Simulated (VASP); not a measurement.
An input for Ansatz (written as the equivalent of a VASP run, and not itself run):

Ansatz 0.2 input:
```yaml
crystal:
  lattice:
    - [0.0000000, 2.5321090, 2.5321090]
    - [2.5321090, 0.0000000, 2.5321090]
    - [2.5321090, 2.5321090, 0.0000000]
  atoms:
    - { symbol: Sr, position: [0.4986770, 0.4986230, 0.5050850] }
    - { symbol: O, position: [0.0013230, 0.0013770, -0.0050850] }
kpoints:
  mp_grid: { grid: [8, 8, 8] }
hamiltonian:
  xc: pbe
  pseudopotentials: { kind: paw }
scf:
  occupations: { method: fermi_dirac, width: 0.01 }
  max_iter: 100
output: { forces: true, stress: true, eigenvalues: true }
```

**Question.** Translate this input to VASP (INCAR, KPOINTS, POSCAR, choice of POTCAR).

**Answer.** One answer among several that fit: 
**INCAR**
```
# general
SYSTEM   =  SrO
PREC     =  Accurate
ENCUT    =  400   # plane-wave cut-off (eV)
LREAL    =  F   # projection in real space or not
LASPH    =  T

# electronic loop
EDIFF    =  1E-6   # SCF stop (eV)
NELM     =  100
ALGO     =  Normal   # blocked Davidson
LMAXMIX  =  4

# smearing
ISMEAR   =  -1   # Fermi-Dirac
SIGMA    =  0.01

# functional
GGA      =  PE

# ions
ISIF     =  2

# output
LWAVE    =  F
LCHARG   =  F
```

**KPOINTS**
```
Automatic mesh
0
Gamma
8 8 8
0 0 0
```

POSCAR:
```
SrO
1
    0.0000000000     2.5321090000     2.5321090000
    2.5321090000     0.0000000000     2.5321090000
    2.5321090000     2.5321090000     0.0000000000
Sr O
1 1
Direct
  0.4986770000   0.4986230000   0.5050850000
  0.0013230000   0.0013770000  -0.0050850000
```

POTCAR, in this order: Sr_sv O (PBE.64 set). Program: vasp_std.

Limits of the translation: each code has its own PAW files, so the cut-off isn't converted (ENCUT is set for VASP's; basis.ecutwfc is left out, and Ansatz then takes the one that its files recommend); Ansatz stops its SCF on the density residual and VASP on the energy change (EDIFF).

The structure comes from a computed database's SrO entry; how it stands against other phases isn't given here. The cell was not relaxed at this level.
